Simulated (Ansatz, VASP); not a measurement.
# Cross-check of SnPt between VASP and Ansatz

One calculation is typed for both programs; each brings its own data sets. How far apart do they land? The cell is generated by rule, not measured, and may not be a known phase. The cell is taken from a series of runs on this material, whose earlier steps may have relaxed, scaled, displaced or heated it; both programs get it as it stands.

Main program and level: Ansatz 0.2.0; plane waves, with VASP 6.6.1 beside it; LDA.

The structure was built from a prototype and need not be the compound's stable phase.

## Step 1: The starting structure

It takes space group P2_1 (No. 4, monoclinic). Conventional cell: a = 4.177 Å, b = 5.907 Å, c = 4.177 Å, α = 90.00°, β = 90.00°, γ = 90.00°. Pt has 4 Sn at 2.56 to 2.59 Å nearest. Nearest to Sn lie 4 Pt at 2.56 to 2.59 Å. Farther neighbours are not listed.

Structure file:

```cif
data_structure
_symmetry_space_group_name_H-M 'P2_1'
_symmetry_Int_Tables_number 4
_cell_length_a 4.1766
_cell_length_b 5.9067
_cell_length_c 4.1766
_cell_angle_alpha 90.000
_cell_angle_beta 90.000
_cell_angle_gamma 90.000
_cell_volume 103.04
loop_
_atom_site_label
_atom_site_type_symbol
_atom_site_symmetry_multiplicity
_atom_site_Wyckoff_symbol
_atom_site_fract_x
_atom_site_fract_y
_atom_site_fract_z
_atom_site_occupancy
Pt1 Pt 2 a 0.28385 0.50000 0.21775 1
Sn1 Sn 2 a 0.78814 0.25000 0.28634 1
```

## Step 2: Ansatz: single point, LDA, pair 1

Ansatz runs on its default PAW (the set named soft_2) files.

A single point takes one fixed geometry, so differences don't come from the geometry; what else differs is listed under the comparison.

input.yaml

```yaml
crystal:
  lattice:
    - [0.0, -2.9533293504, -2.9533293504]
    - [0.0, 2.9533293504, -2.9533293504]
    - [5.9066587008, 0.0, 0.0]
  atoms:
    - { symbol: Pt, position: [0.5338517521, 0.4677457148, 0.5] }
    - { symbol: Pt, position: [-0.0338517521, 0.0322542852, 0.0] }
    - { symbol: Sn, position: [0.0381350271, 0.5363354321, 0.75] }
    - { symbol: Sn, position: [0.4618649729, -0.0363354321, 0.25] }
kpoints:
  mp_grid: { grid: [10, 10, 6] }
hamiltonian:
  xc: lda
scf:
  occupations: { method: methfessel_paxton, width: 0.15 }
output:
  forces: true
  stress: true
  eigenvalues: true
```

Command:

```sh
$ ansatz run input.yaml --threads 4 --pin off --max-ram 7168MiB --backend cpu --events-out ev --progress --plain --runs-dir out
```

Numbers of over 12 decimals in the logs are rounded to 6 here.

The log of the run:

```text
Engine: ansatz 0.2.0, aarch64-unknown-linux-gnu
Pseudopotentials: kind: paw
Pseudopotential: Pt, paw, valence charge 18, recommended cutoff 420 eV (normal), Pt.paw.azcp
Pseudopotential: Sn, paw, valence charge 14, recommended cutoff 420 eV (normal), Sn.paw.azcp
Functional definition: SPW92
  exchange = slater_x
  correlation = pw_c
Crystal: 4 atoms, lattice volume = 103.038 Å³
Basis set: ecut = 420 eV, 1963 PW (Γ)
Bands: 39, of which v1, the nominal top of the filled ones, is band 32 counted from 1 (31 counted from 0)
Symmetry: 2 space group operations
Space group: P21 (ITA 4), of the structure as read, at distance tolerance 4.7e-5 Å
k-points: 208 of 600 (time reversal used)
Non-local potential: Pt, projectors of the file, l = 0: 3, l = 1: 2, l = 2: 2, l = 3: 1
Non-local potential: Sn, projectors of the file, l = 0: 2, l = 1: 2, l = 2: 2, l = 3: 2
PAW form: soft (Blöchl's): semilocal exchange-correlation on the pseudo side does not see the compensation charge
PAW frozen core: Pt, regenerated for the run's functional, and the local potential with it (the file was generated under x = pbe(κ = 0.804, μ = 0.219515), c = pbe(β = 0.066725))
PAW frozen core: Sn, regenerated for the run's functional, and the local potential with it (the file was generated under x = pbe(κ = 0.804, μ = 0.219515), c = pbe(β = 0.066725))
PAW one-centre angular grid: Pt, 590 points (default); XC on 64 Gauss nodes
PAW one-centre angular grid: Sn, 590 points (default); XC on 64 Gauss nodes
Initial density: superposition of atomic densities (neutral atoms: chi_scale 0, normalization atom), corrected by the library's trained network
Initial wavefunctions: pseudopotential atomic-orbital guess
Functional: x = slater, c = lda
SCF iter   1: F=—  HF=-36249.149147 eV  |F-HF|=—  |Δ(HF+E_count)|=         —  Δρ=5.68e-3  dr2=1.74e-2  ethr=1.77e-3  ⟨swp⟩=6.6  Hψ=32897  notcnv=0  defer=1
preconditioner: auto → LDOS  [metal: Δε(μ)=0.008 eV  Ē_g=14.827 eV  σ=0.150 eV  W_gap=0.05  n_scr=28 (ndim 8)  ℏωp=25.3 eV  f_vac=0.029  D(μ)=1.75/eV (n_scr^D=6)  β→1.0]
SCF iter   2: F=—  HF=-36249.146358 eV  |F-HF|=—  |Δ(HF+E_count)|=   2.79e-3  S|Δr|=    0.00e0  Δρ=3.10e-3  dr2=9.26e-3  ethr=2.72e-5  ⟨swp⟩=2.0  Hψ=14787  notcnv=0  defer=1
SCF iter   3: F=—  HF=-36249.142403 eV  |F-HF|=—  |Δ(HF+E_count)|=   3.95e-3  S|Δr|=    0.00e0  Δρ=5.21e-4  dr2=2.20e-4  ethr=1.45e-5  ⟨swp⟩=2.0  Hψ=12743  notcnv=0  defer=1
SCF iter   4: F=—  HF=-36249.142339 eV  |F-HF|=—  |Δ(HF+E_count)|=   6.34e-5  S|Δr|=    0.00e0  Δρ=1.43e-4  dr2=2.43e-5  ethr=3.44e-7  ⟨swp⟩=2.0  Hψ=14081  notcnv=0  defer=1
SCF iter   5: F=—  HF=-36249.142335 eV  |F-HF|=—  |Δ(HF+E_count)|=   4.54e-6  S|Δr|=    0.00e0  Δρ=2.83e-5  dr2=9.90e-7  ethr=3.79e-8  ⟨swp⟩=2.0  Hψ=12741  notcnv=0  defer=1
SCF iter   6: F=-36249.142335 eV  HF=-36249.142335 eV  |F-HF|=4.69e-8  |Δ(HF+E_count)|=   5.71e-8  S|Δr|=    0.00e0  Δρ=9.49e-6  dr2=9.84e-8  ethr=1.56e-10  ⟨swp⟩=9.7  Hψ=39614  notcnv=0
SCF 1 converged in 6 iterations: F = -36249.142335 eV  dr2 = 9.84e-8
  greatest PAW one-centre occupation: 1.000 electrons in one spin orbital (limit 2), on the Pt atom at site 1 (counted from 0), in its partial waves of l = 0
SCF converged after 6 iterations
Stability not checked: this state was not tested for a lower state beside it, because cold or Methfessel-Paxton smearing, or corrected tetrahedra, fill the levels in a way that the test cannot read (fill_not_monotonic; see scf.lower_state_search)
Free energy (F): -36249.142335 eV
Harris-Foulkes:  -36249.142335 eV  (|F-HF|=4.69e-8)
Internal energy: -36249.141851 eV  (E = F + TS)
E sigma→0 (E₀):  -36249.142214 eV
Entropy (-TS):   -0.000483 eV (-0.121 meV/atom)
Fermi energy:    11.094481 eV
--- Per-component energies (eV) ---
  E_band       = -841.492787
  E_kinetic    = 1658.111265
  E_local      = -6888.047631  (includes V_loc(G=0)·N_el)
  E_nonlocal   = 361.435444
  E_hartree    = 3069.632740
  E_xc         = -1277.269423
  E_vxc        = -800.918344  (∫ρ·V_xc dr)
  E_paw        = -26351.561889  (= ΣΔE_a)
  E_vpaw       = -1311.346581  (= ΣTr[D̂ρ^β])
  E_aug_tail   = 0.000319  (compensation charges beyond the density's cutoff)
  E_ewald      = -6823.220211
  E_core_change = 1.777535  (= ΣΔE_core)
  E_smearing   = -0.000483  (= −TS)
  E_closure    = -0.000000  (closes the sum)
  Σ components = -36249.142335   (vs F -36249.142335, Δ=0.00e0)
--- Forces (eV/Å), atoms counted from 1 ---
  atom   1  Pt    -0.01339300    -0.01215370     0.00209295
  atom   2  Pt    -0.01339300     0.01215370    -0.00209295
  atom   3  Sn     0.01339316     0.00271135     0.02821279
  atom   4  Sn     0.01339316    -0.00271135    -0.02821279
  max |Σ_I F_I| component: 3.32e-7 eV/Å
--- Stress (GPa, compression-positive) ---
       -1.753753       0.000000       0.000000
        0.000000      -2.446353       0.060862
        0.000000       0.060862      -1.053961
  P = ⅓ Tr σ = -1.7514 GPa (-17.514 kbar)
--- Band table (eV; the first three rows and the last of 208) ---
  k-point 0: bands = [... 28 lower, 8.4886, 8.6765, 8.9977, 11.4273, 11.5811, 15.5575, 16.1660, 16.2657, ... 3 higher]
  k-point 1: bands = [... 28 lower, 8.4458, 8.4803, 9.8284, 11.6917, 11.8019, 15.1834, 15.5320, 15.7931, ... 3 higher]
  k-point 2: bands = [... 28 lower, 8.4222, 8.4584, 11.1592, 12.3788, 12.4073, 14.2950, 14.3259, 14.5628, ... 3 higher]
  k-point 207: bands = [... 28 lower, 8.6616, 8.6616, 9.8194, 9.8194, 10.2415, 10.2415, 11.5508, 11.5508, ... 3 higher]
```

The run ends at a pressure of -1.75 GPa, with forces up to 0.031 eV/Å.

## Step 3: VASP: single point, LDA, pair 1

The same cell, functional (in two slightly different forms), mesh and smearing now go to VASP, with its own data sets.

Lines of VASP's logs that name or quote its potential files are left out, and so is its time.

INCAR

```
SYSTEM = SnPt
PREC = Accurate
ENCUT = 500
EDIFF = 1E-06
NELM = 120
ISMEAR = 1
SIGMA = 0.15
LREAL = .FALSE.
ALGO = Normal
GGA = PW92
NBANDS = 30
LASPH = .TRUE.
LORBIT = 11
LWAVE = .FALSE.
LCHARG = .FALSE.
ISIF = 2
GGA_COMPAT = .FALSE.
KPAR = 2
```

POSCAR

```
SnPt
1.0
    0.0000000000     -2.9533293504     -2.9533293504
    0.0000000000      2.9533293504     -2.9533293504
    5.9066587008      0.0000000000      0.0000000000
Pt Sn
2 2
Direct
    0.5338517521      0.4677457148      0.5000000000
    0.9661482479      0.0322542852      0.0000000000
    0.0381350271      0.5363354321      0.7500000000
    0.4618649729      0.9636645679      0.2500000000
```

KPOINTS

```
Automatic mesh
0
Gamma
10 10 6
0 0 0
```

Potentials, in the order of the species: Pt and Sn_d (LDA family, release 64).

Command:

```sh
$ mpirun -np 2 vasp_std
```

The log of the run:

```text
[banner, memory and clock lines left out]
running    2 mpi-ranks, on    1 nodes
 distrk:  each k-point on    1 cores,    2 groups
 distr:  one band on    1 cores,    1 groups

 POSCAR found type information on POSCAR PtSn
 POSCAR found :  2 types and       4 ions
|                                                                             |
|               ----> ADVICE to this user running VASP <----                  |
|                                                                             |
|     You enforced a specific xc type in the INCAR file but a different       |
|     [... a line on the potential file left out ...]
|     I HOPE YOU KNOW WHAT YOU ARE DOING!                                     |
|                                                                             |

 LDA part: xc-table for (Slater(with rela. corr.)+PW92), standard interpolation
 POSCAR, INCAR and KPOINTS ok, starting setup
 FFT: planning ... GRIDC
 FFT: planning ... GRID_SOFT
 FFT: planning ... GRID
 WAVECAR not read
 entering main loop
       N       E                     dE             d eps       ncg     rms          rms(c)
DAV:   1     0.478424810669E+03    0.47842E+03   -0.22627E+04 13162   0.213E+03
DAV:   2     0.382640853477E+02   -0.44016E+03   -0.42139E+03 13070   0.584E+02
DAV:   3    -0.219305113003E+02   -0.60195E+02   -0.56829E+02 14130   0.172E+02
DAV:   4    -0.245099340261E+02   -0.25794E+01   -0.25650E+01 14416   0.399E+01
DAV:   5    -0.245935856415E+02   -0.83652E-01   -0.83640E-01 16516   0.740E+00    0.840E+00
DAV:   6    -0.242036583535E+02    0.38993E+00   -0.14165E+00 14672   0.727E+00    0.356E+00
DAV:   7    -0.241073692455E+02    0.96289E-01   -0.19432E-01 15994   0.396E+00    0.224E+00
DAV:   8    -0.240760534725E+02    0.31316E-01   -0.64933E-02 16140   0.180E+00    0.213E-01
DAV:   9    -0.240755737199E+02    0.47975E-03   -0.53555E-03 15884   0.788E-01    0.136E-01
DAV:  10    -0.240754832757E+02    0.90444E-04   -0.55739E-04 14538   0.213E-01    0.334E-02
DAV:  11    -0.240754821193E+02    0.11564E-05   -0.38520E-05 15414   0.444E-02    0.121E-02
DAV:  12    -0.240754827117E+02   -0.59240E-06   -0.48873E-06 13142   0.210E-02
   1 F= -.24075483E+02 E0= -.24075353E+02  d E =-.388881E-03
```

From OUTCAR (step 3):

```text
ion  position               nearest neighbor table
   1  0.534  0.468  0.500-   3 2.56   4 2.56   3 2.59   4 2.59
   2  0.966  0.032  0.000-   4 2.56   3 2.56   4 2.59   3 2.59
   3  0.038  0.536  0.750-   1 2.56   2 2.56   1 2.59   2 2.59
   4  0.462  0.964  0.250-   2 2.56   1 2.56   2 2.59   1 2.59

  LATTYP: Found a simple tetragonal cell.
 ALAT       =     4.1766384215
 C/A-ratio  =     1.4142135624

 Subroutine GETGRP returns: Found  2 space group operations
 (whereof  1 operations were pure point group operations)

The static configuration has the point symmetry C_1 .
 The point group associated with its full space group is C_2 .

 Found    208 irreducible k-points:

   k-points           NKPTS =    208   k-points in BZ     NKDIM =    208   number of bands    NBANDS=     30

   dimension x,y,z NGX =    30 NGY =   30 NGZ =   48
   dimension x,y,z NGXF=    60 NGYF=   60 NGZF=   96

   ENCUT  =  500.0 eV  36.75 Ry    6.06 a.u.   7.61  7.61 10.77*2*pi/ulx,y,z

   NELECT =      48.0000    total number of electrons

 k-points in reciprocal lattice and weights: Automatic mesh
   0.00000000  0.00000000  0.00000000       0.002
   0.10000000  0.00000000  0.00000000       0.003
   0.00000000  0.10000000  0.00000000       0.003
   0.20000000  0.00000000  0.00000000       0.003
   0.00000000  0.20000000  0.00000000       0.003
   0.30000000  0.00000000  0.00000000       0.003
   0.00000000  0.30000000  0.00000000       0.003
   0.40000000  0.00000000  0.00000000       0.003
   0.00000000  0.40000000  0.00000000       0.003
[...]
-0.40000000  0.50000000  0.50000000       0.003
   0.50000000  0.50000000  0.50000000       0.002

 average (electrostatic) potential at core
       1 -67.6830       2 -67.6830       3-100.3056       4-100.3056

 E-fermi :   6.2076

 k-point     1 :       0.0000    0.0000    0.0000
  band No.  band energies     occupation
    ...
     19       3.4466      2.00000
     20       3.5766      2.00000
     21       3.5900      2.00000
     22       3.7814      2.00000
     23       4.1180      2.00000
     24       6.5395     -0.00759
     25       6.6922     -0.00005
     26      10.6682      0.00000
     27      11.2815      0.00000
     28      11.4181      0.00000
    ...

 k-point     2 :       0.1000    0.0000    0.0000
  band No.  band energies     occupation
    ...
     19       3.4340      2.00000
     20       3.5313      2.00000
     21       3.5776      2.00000
     22       3.8958      2.00000
     23       4.0436      2.00000
     24       6.3233      0.03542
     25       6.7672     -0.00000
     26      10.3927      0.00000
     27      10.8405      0.00000
     28      11.1971      0.00000
    ...

 k-point     3 :       0.0000    0.1000    0.0000
  band No.  band energies     occupation
    ...
     19       3.4340      2.00000
     20       3.5293      2.00000
     21       3.5771      2.00000
     22       3.8954      2.00000
     23       4.0462      2.00000
     24       6.3169      0.06124
     25       6.7748     -0.00000
     26      10.4042      0.00000
     27      10.8303      0.00000
     28      11.1809      0.00000
    ...

  Total       -0.9826730     -1.4246744     -0.5173650      0.0000000      0.0395542      0.0000000
  in kB      -15.2800211    -22.1528996     -8.0447397      0.0000000      0.6150453      0.0000000
  external PRESSURE =     -15.1592201 kB  Pullay stress =       0.0000000 kB

  energy-cutoff  :      500.00
  volume of cell :      103.04
      direct lattice vectors                 reciprocal lattice vectors
     0.000000000 -2.953329350 -2.953329350     0.000000000 -0.169300454 -0.169300454
     0.000000000  2.953329350 -2.953329350     0.000000000  0.169300454 -0.169300454
     5.906658701  0.000000000  0.000000000     0.169300454  0.000000000  0.000000000

 POSITION                                       TOTAL-FORCE (eV/Angst)
 -----------------------------------------------------------------------------------
      2.95333     -0.19523     -2.95805        -0.013685     -0.020454      0.001970
      0.00000     -2.75810     -2.94861        -0.013685      0.020454     -0.001970
      4.42999      1.47135     -1.69660         0.013685      0.002560      0.018328
      1.47666      1.48198     -4.21006         0.013685     -0.002560     -0.018328
 -----------------------------------------------------------------------------------
    total drift:                               -0.000004      0.000000     -0.000000

  FREE ENERGIE OF THE ION-ELECTRON SYSTEM (eV)
  ---------------------------------------------------
  free  energy   TOTEN  =       -24.0754827117 eV

  energy  without entropy=      -24.0750938303  energy(sigma->0) =      -24.07535308

 total charge
# of ion       s       p       d       tot
------------------------------------------
    1        0.777   0.369   8.245   9.392
    2        0.777   0.369   8.245   9.392
    3        1.192   1.126  10.069  12.387
    4        1.192   1.126  10.069  12.387
--------------------------------------------------
tot          3.938   2.991  36.628  43.557

[... 3 further parts left out ...]
```

The run ends at a pressure of -1.52 GPa, with forces up to 0.025 eV/Å.

## Step 4: Comparison

Known differences besides the potentials themselves: the data sets hold 64 valence electrons in Ansatz (on its default PAW (the set named soft_2) files) and 48 in VASP; the cutoff is 420 eV in Ansatz and 500 eV in VASP; VASP's log shows a relativistic correction to its local exchange, Ansatz's none. Total energies have different zeros and are not compared.

Compared:

```
      quantity  Ansatz   VASP  difference
pressure (GPa)   -1.75  -1.52       -0.24
```

The largest component of a force difference here is 10 meV/Å.

## Step 5: VASP: single point, LDA, pair 2

With cell and atoms fixed, the geometry can't cause a difference; cores, projectors, grids and the points listed under the comparison can.

INCAR is that of step 3.

POSCAR

```
SnPt
1.0
    0.0000000000     -2.9533293504     -2.9533293504
    0.0000000000      2.9533293504     -2.9533293504
    5.9066587008      0.0000000000      0.0000000000
Pt Sn
2 2
Direct
    0.5492389122      0.4530846760      0.5000000000
    0.9507610878      0.0469153240      0.0000000000
    0.0554691303      0.5528515376      0.7500000000
    0.4445308697      0.9471484624      0.2500000000
```

KPOINTS is that of step 3.

Command:

```sh
$ mpirun -np 2 vasp_std
```

The log of the run:

```text
[banner, memory and clock lines left out]
running    2 mpi-ranks, on    1 nodes
[...]
[... a notice as in an earlier step ...]

 LDA part: xc-table for (Slater(with rela. corr.)+PW92), standard interpolation
 POSCAR, INCAR and KPOINTS ok, starting setup
[...]
entering main loop
       N       E                     dE             d eps       ncg     rms          rms(c)
DAV:   1     0.474931696887E+03    0.47493E+03   -0.22597E+04 13156   0.213E+03
DAV:   2     0.377037963256E+02   -0.43723E+03   -0.41928E+03 12972   0.581E+02
DAV:   3    -0.219614510718E+02   -0.59665E+02   -0.56354E+02 14220   0.172E+02
DAV:   4    -0.245234807382E+02   -0.25620E+01   -0.25472E+01 14400   0.397E+01
[...]
DAV:  10    -0.240617019641E+02    0.13119E-03   -0.71368E-04 14668   0.229E-01    0.342E-02
DAV:  11    -0.240616994885E+02    0.24756E-05   -0.47494E-05 15512   0.499E-02    0.135E-02
DAV:  12    -0.240617003689E+02   -0.88041E-06   -0.58917E-06 13124   0.205E-02
   1 F= -.24061700E+02 E0= -.24061603E+02  d E =-.291018E-03
```

Parts of OUTCAR (step 5):

```text
  Total       -2.1515591     -2.9772814     -1.3072798      0.0000000      0.0690955      0.0000000
  in kB      -33.4555543    -46.2950798    -20.3274773      0.0000000      1.0743962      0.0000000
  external PRESSURE =     -33.3593705 kB  Pullay stress =       0.0000000 kB

 POSITION                                       TOTAL-FORCE (eV/Angst)
 -----------------------------------------------------------------------------------
      2.95333     -0.28398     -2.96019        -0.025234      0.041057      0.007447
      0.00000     -2.66935     -2.94647        -0.025234     -0.041057     -0.007447
      4.42999      1.46893     -1.79657         0.025234      0.008255      0.120715
      1.47666      1.48440     -4.11009         0.025234     -0.008255     -0.120715
 -----------------------------------------------------------------------------------
    total drift:                               -0.000007     -0.000000     -0.000000

  FREE ENERGIE OF THE ION-ELECTRON SYSTEM (eV)
  ---------------------------------------------------
  free  energy   TOTEN  =       -24.0617003689 eV

  energy  without entropy=      -24.0614093509  energy(sigma->0) =      -24.06160336

[... 2 parts as in an earlier step ...]

[... 1 further part left out ...]
[key lines of the parts left out:]
E-fermi :   6.2217
```

The run ends at a pressure of -3.34 GPa, with forces up to 0.12 eV/Å.

## Step 6: Ansatz: single point, LDA, pair 2

The same cell, functional (in two slightly different forms), mesh and smearing now go to Ansatz, which takes its cutoff from its data sets.

The cell is taken from a series of runs on this material, whose earlier steps may have relaxed, scaled, displaced or heated it; both programs get it as it stands.

input.yaml, the sections that differ from step 2:

```yaml
crystal:
  lattice:
    - [0.0, -2.9533293504, -2.9533293504]
    - [0.0, 2.9533293504, -2.9533293504]
    - [5.9066587008, 0.0, 0.0]
  atoms:
    - { symbol: Pt, position: [0.5492389122, 0.453084676, 0.5] }
    - { symbol: Pt, position: [-0.0492389122, 0.046915324, 0.0] }
    - { symbol: Sn, position: [0.0554691303, 0.5528515376, 0.75] }
    - { symbol: Sn, position: [0.4445308697, -0.0528515376, 0.25] }
# kpoints, hamiltonian, scf, output: as in step 2
```

Command:

```sh
$ ansatz run input.yaml --threads 4 --pin off --max-ram 7168MiB --backend cpu --events-out ev --progress --plain --runs-dir out
```

The log of the run:

```text
[...]
Crystal: 4 atoms, lattice volume = 103.038 Å³
Basis set: ecut = 420 eV, 1963 PW (Γ)
Bands: 39, of which v1, the nominal top of the filled ones, is band 32 counted from 1 (31 counted from 0)
Symmetry: 2 space group operations
[...]
k-points: 208 of 600 (time reversal used)
[...]
k-point 0: bands = [... 28 lower, 8.5820, 8.6851, 9.0605, 11.4488, 11.7713, 15.1011, 15.7635, 16.2647, ... 3 higher]
  k-point 1: bands = [... 28 lower, 8.5390, 8.5518, 9.8522, 11.6968, 11.9329, 14.7589, 15.5509, 15.5955, ... 3 higher]
  k-point 2: bands = [... 28 lower, 8.5085, 8.5201, 11.1561, 12.3460, 12.3973, 14.0516, 14.3389, 14.4602, ... 3 higher]
  k-point 207: bands = [... 28 lower, 8.7067, 8.7067, 9.8574, 9.8574, 10.3402, 10.3402, 11.5547, 11.5547, ... 3 higher]
[key lines of the parts left out:]
SCF converged after 7 iterations
Free energy (F): -36249.124418 eV
Fermi energy:    11.110640 eV
P = ⅓ Tr σ = -3.5594 GPa (-35.594 kbar)
```

The run ends at a pressure of -3.56 GPa, with forces up to 0.14 eV/Å.

(Continued in part 2 of 2.)

[Lines on the potential files, build, host, timing and source positions are cut from VASP's logs without a mark.]

[Logs are printed without paths, hosts, clocks, repeated set-up lines and the standing remarks that a program may print on its own settings, such as how far it seeks lower states.]

[Hosts, paths, dates, database ids (printed as entryN), source tags and the programs' standing remarks are cut or masked in the printed files.]
